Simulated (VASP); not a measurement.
Computed with PBEsol GGA, VASP's PBE PAW potentials (set 64) (plane waves; VASP).

A VASP calculation is set up with these files.

### KPOINTS
```
Automatic mesh
0
Gamma
4 4 4
0 0 0
```

POSCAR:
```
CsSnI3
1
    6.2786234569     0.0000000000     0.0000000000
    0.0000000000     6.2786234569     0.0000000000
    0.0000000000     0.0000000000     6.2786234569
Cs Sn I
1 1 3
Direct
  0.0000000000   0.0000000000   0.0000000000
  0.5000000000   0.5000000000   0.5000000000
  0.5000000000   0.0000000000   0.5000000000
  0.0000000000   0.5000000000   0.5000000000
  0.5000000000   0.5000000000   0.0000000000
```

### INCAR
```
SYSTEM = CsSnI3
PREC = Accurate
ENCUT = 520
EDIFF = 1E-7
NELM = 100
ALGO = Normal
LREAL = .FALSE.
LASPH = .TRUE.
ISMEAR = 0
SIGMA = 0.05
GGA = PS
LMAXMIX = 4
LWAVE = .FALSE.
LCHARG = .FALSE.
ISIF = 2
```

POTCAR, in this order: Cs_sv Sn_d I (PBE.64 set). Program: vasp_std.

Task: What will the output report for the number of irreducible k-points (NKPTS), largest plane-wave count, number of space-group operations, FFT grid (NGX, NGY, NGZ)?

Result: 
```json
{
 "number of irreducible k-points (NKPTS)": "10",
 "largest_plane_wave_count": "6704",
 "number_of_space_group_operations": "48",
 "FFT grid (NGX, NGY, NGZ)": "48 × 48 × 48"
}
```

The compound is CsSnI3 in the cubic perovskite structure, the ideal cubic form; the compound distorts at low or room temperature. This cell is one point of a volume scan, at 1.06 of the reference volume.
